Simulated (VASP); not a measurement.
GaAs: band structure with PBE

**The experiment to reproduce.**

“Evidence of valence band perturbations in GaAsN/GaAs(001): A combined variable-angle spectroscopic ellipsometry and modulated photoreflectance investigation”, 2008, arxiv:0805.2212 reports, for a bulk crystal of GaAs at 300 K: band gap 1.418 ± 0.005 eV (direct).

GaAs:

```
Ga As
1.0
     0.00000    2.83447    2.83447
     2.83447    0.00000    2.83447
     2.83447    2.83447    0.00000
Ga As
1 1
Direct
  0.00000 0.00000 0.00000
  0.75000 0.75000 0.75000
```

The cell is a database's computed one.

* Program: VASP 6.6.1
* Task: band structure
* Functional: PBE
* Potentials or basis: VASP PAW PBE potentials, release 64 (Ga_d, As)
* Cutoff: 450 eV
* k mesh: 10 × 10 × 10
* Occupations: gaussian, width 0.02 eV
* Spin: no spin polarisation
* Further INCAR settings: ALGO = Normal; EDIFF = 1e-06

```
Band gap on the k mesh  : 0.46 eV, direct
Band gap along the path : 0.46 eV, direct
```

Levels at the corners of the path, in eV from the valence-band top:
| point | band 5 | band 6 | band 7 | band 8 | band 9 | band 10 | band 11 | band 12 | band 13 |
| --- | --- | --- | --- | --- | --- | --- | --- | --- | --- |
| Γ | -14.72 | -12.67 | 0.00 | 0.00 | 0.00 | 0.46 | 3.72 | 3.72 | 3.72 |
| X | -14.70 | -10.20 | -6.78 | -2.65 | -2.65 | 1.48 | 1.66 | 10.10 | 10.10 |
| X | -14.70 | -10.20 | -6.78 | -2.65 | -2.65 | 1.48 | 1.66 | 10.10 | 10.10 |
| W | -14.71 | -10.14 | -6.60 | -3.50 | -3.31 | 4.58 | 4.72 | 5.38 | 6.03 |
| W | -14.71 | -10.14 | -6.60 | -3.50 | -3.31 | 4.58 | 4.72 | 5.38 | 6.03 |
| K | -14.71 | -10.24 | -6.60 | -3.82 | -2.23 | 1.96 | 4.62 | 7.90 | 8.02 |
| K | -14.71 | -10.24 | -6.60 | -3.82 | -2.23 | 1.96 | 4.62 | 7.90 | 8.02 |
| Γ | -14.72 | -12.67 | 0.00 | 0.00 | 0.00 | 0.46 | 3.72 | 3.72 | 3.72 |
| Γ | -14.72 | -12.67 | 0.00 | 0.00 | 0.00 | 0.46 | 3.72 | 3.72 | 3.72 |
| L | -14.71 | -10.93 | -6.60 | -1.13 | -1.13 | 0.98 | 4.63 | 4.63 | 7.74 |
| L | -14.71 | -10.93 | -6.60 | -1.13 | -1.13 | 0.98 | 4.63 | 4.63 | 7.74 |
| U | -14.71 | -10.24 | -6.60 | -3.82 | -2.23 | 1.96 | 4.62 | 7.90 | 8.02 |
| U | -14.71 | -10.24 | -6.60 | -3.82 | -2.23 | 1.96 | 4.62 | 7.90 | 8.02 |
| W | -14.71 | -10.14 | -6.60 | -3.50 | -3.31 | 4.58 | 4.72 | 5.38 | 6.03 |
| W | -14.71 | -10.14 | -6.60 | -3.50 | -3.31 | 4.58 | 4.72 | 5.38 | 6.03 |
| L | -14.71 | -10.93 | -6.60 | -1.13 | -1.13 | 0.98 | 4.63 | 4.63 | 7.74 |
| L | -14.71 | -10.93 | -6.60 | -1.13 | -1.13 | 0.98 | 4.63 | 4.63 | 7.74 |
| K | -14.71 | -10.24 | -6.60 | -3.82 | -2.23 | 1.96 | 4.62 | 7.90 | 8.02 |
| U | -14.71 | -10.24 | -6.60 | -3.82 | -2.23 | 1.96 | 4.62 | 7.90 | 8.02 |
| X | -14.70 | -10.20 | -6.78 | -2.65 | -2.65 | 1.48 | 1.66 | 10.10 | 10.11 |

It took 46 s on 2 MPI ranks on Intel(R) Xeon(R) Platinum 8488C (Sapphire Rapids), on a shared host, peak memory 0.22 GiB a rank.

A measured gap of GaAs is 1.418 eV (direct; 300 K; “Evidence of valence band perturbations in GaAsN/GaAs(001): A combined variable-angle spectroscopic ellipsometry and modulated photoreflectance investigation”, 2008, arxiv:0805.2212); the calculated 0.46 eV misses it by -0.96 eV. 3 values of this kind are on record (1.412 to 1.51 eV); this one was drawn at random among those near their median, those with a stated uncertainty first. Spin-orbit coupling on As, Ga is left out. The value is that of PBE, without temperature or zero-point motion. Semilocal functionals fall short of measured gaps as a rule. The cell is a database's relaxed one, not the measured one, which moves gaps too.

Caveat: the log is that of the step along the path at fixed density, whose energy, stress, charges and moments have no meaning.
